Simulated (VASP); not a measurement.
Ag:

```
Ag
1.0
     0.00000    2.04275    2.04275
     2.04275    0.00000    2.04275
     2.04275    2.04275    0.00000
Ag
1
Direct
  0.00000 0.00000 0.00000
```

* Program: VASP 6.6.1
* Task: relaxation of cell and atoms
* Functional: PBEsol
* Potentials or basis: VASP PAW PBE potentials, release 64 (Ag)
* Cutoff: 600 eV
* k mesh: 18 × 18 × 18
* Occupations: methfessel-paxton, width 0.1 eV
* Spin: no spin polarisation

At the start: pressure -2.8 GPa; volume 17.05 Å³/atom.

Q: Where does the relaxation end?

A: Over 3 steps the energy falls by 3.7 meV/atom and the volume is 16.63 Å³/atom (-2.5 %); space group Fm-3m (No. 225, to 0.05 Å).

Step by step:
```csv
step,energy change (eV),largest force (eV/Å),pressure (GPa),volume (Å³)
1,0.0000,0.0000,-2.78,17.05
2,-0.0016,0.0000,2.33,16.33
3,-0.0037,0.0000,-0.01,16.63
```

Final structure:
```
CELL_PARAMETERS angstrom
0.00000 2.02593 2.02593
2.02593 0.00000 2.02593
2.02593 2.02593 0.00000
ATOMIC_POSITIONS crystal
Ag 0.00000 0.00000 0.00000
```

Caveat: the PAW data sets were made with another functional, which shifts forces and pressure a little.
